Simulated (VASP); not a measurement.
Crystal: NbWS4.

```
Nb W S
1.0
    13.54397    0.07080   -0.13704
     0.01726    3.27764    0.00321
    -0.05804    0.00558    5.66075
Nb W S
2 2 8
Direct
  0.74492 0.05998 0.67504
  0.24668 0.03588 0.31392
  0.76187 0.51492 0.17245
  0.24027 0.52194 0.83075
  0.86798 0.94941 0.33203
  0.63256 0.03384 0.29468
  0.87438 0.43959 0.86437
  0.63236 0.52117 0.82071
  0.36627 0.00618 0.69360
  0.15405 0.99708 0.68496
  0.36843 0.49888 0.15041
  0.14476 0.47686 0.12942
```

The cell was built by a generator and needn't be a form met in nature.

```yaml
Program: VASP 6.6.1
Task: relaxation of cell and atoms
Functional: PBE
Potentials_or_basis: VASP PAW PBE potentials, release 64 (Nb_sv, W_sv, S)
Cutoff: 520 eV
k_mesh: 2 × 7 × 4
Occupations: gaussian, width 0.15 eV
Spin: no spin polarisation
```

At the start: pressure 6.5 GPa; volume 20.94 Å³/atom.

Question: How do energy, volume and symmetry change on relaxing?

Answer: Over 23 steps the energy falls by 304.3 meV/atom and the volume is 20.98 Å³/atom (+0.2 %); space group P-1 (No. 2, to 0.05 Å).

The path:
```
step  energy change (eV)  largest force (eV/Å)  pressure (GPa)  volume (Å³)
   1              0.0000                9.1606            6.54       251.26
   2             -0.1587                5.8137          -11.02       283.60
   3             -2.6526                1.8302           -5.64       265.42
   4             -2.6562                1.8110           -5.41       264.97
   5             -3.1888                2.4189            5.18       244.56
   6             -3.2861                1.8035            1.77       249.95
   7             -3.5732                0.6660            0.84       250.03
   8             -3.5751                0.6314            0.86       250.03
   9             -3.6174                0.3598           -1.22       253.40
  10             -3.6182                0.3450           -1.00       252.99
  11             -3.6399                0.2992            0.34       250.83
  12             -3.6403                0.2641            0.22       251.06
  13             -3.6486                0.0967            0.09       251.30
  14             -3.6495                0.0823            0.05       251.39
  15             -3.6495                0.0919            0.05       251.40
  16             -3.6504                0.0536           -0.08       251.64
  17             -3.6505                0.0475           -0.10       251.70
  18             -3.6508                0.0386            0.09       251.40
  19             -3.6508                0.0319            0.11       251.45
  20             -3.6511                0.0339            0.07       251.61
  21             -3.6511                0.0388            0.05       251.68
  22             -3.6511                0.0407            0.02       251.65
  23             -3.6513                0.0188            0.00       251.76
```

Final structure:
```
Nb W S
1.0
    13.53911    0.20702   -0.28313
     0.05059    3.27548    0.00089
    -0.11903    0.00108    5.68088
Nb W S
2 2 8
Direct
  0.75240 0.00301 0.66994
  0.25337 0.00625 0.32394
  0.75238 0.50287 0.16111
  0.25337 0.50638 0.83250
  0.86589 0.98886 0.33770
  0.63883 0.01742 0.31500
  0.86846 0.48824 0.84882
  0.63637 0.51733 0.82562
  0.36697 0.99171 0.67869
  0.13979 0.02112 0.65576
  0.36938 0.49135 0.16820
  0.13731 0.52119 0.14507
```
